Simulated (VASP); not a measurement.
These are LDA (Ceperley-Alder, Perdew-Zunger), VASP's LDA PAW potentials (set 64) (plane waves; VASP) values and carry that method's errors.

The input files of a VASP run:

File POSCAR:
```
ZnS
1
    1.8714451268    -3.2414380034     0.0000000000
    1.8714451268     3.2414380034     0.0000000000
    0.0000000000     0.0000000000     6.1318789870
Zn S
2 2
Direct
  0.6666670000   0.3333330000   0.5000851378
  0.3333330000   0.6666670000   0.0000851378
  0.6666670000   0.3333330000   0.8749148622
  0.3333330000   0.6666670000   0.3749148622
```

KPOINTS:
```
Automatic mesh
0
gamma
7 7 4
```

**INCAR**
```
SYSTEM = ZnS
PREC = Accurate; ENCUT = 500; LREAL = .FALSE.
LASPH = .TRUE.
EDIFF = 1E-6; NELM = 100; ALGO = Normal
LMAXMIX = 4
ISMEAR = 0; SIGMA = 0.05
IBRION = 2; NSW = 40; ISIF = 3
EDIFFG = -0.02
LWAVE = .FALSE.; LCHARG = .FALSE.
```

POTCAR, in this order: Zn S (LDA.64 set). Program: vasp_std.

**Question.** What will the output report for the number of irreducible k-points (NKPTS), largest plane-wave count, number of space-group operations, FFT grid (NGX, NGY, NGZ)?

**Answer.** 
| Item | Result |
|---|---|
| number of irreducible k-points (NKPTS) | 24 |
| largest plane-wave count | 1906 |
| number of space-group operations | 12 |
| FFT grid (NGX, NGY, NGZ) | 28 × 28 × 48 |

The compound is ZnS in the wurtzite structure, the high-temperature form. This run relaxes it. Symmetry was kept, so distortions that lower it aren't found.
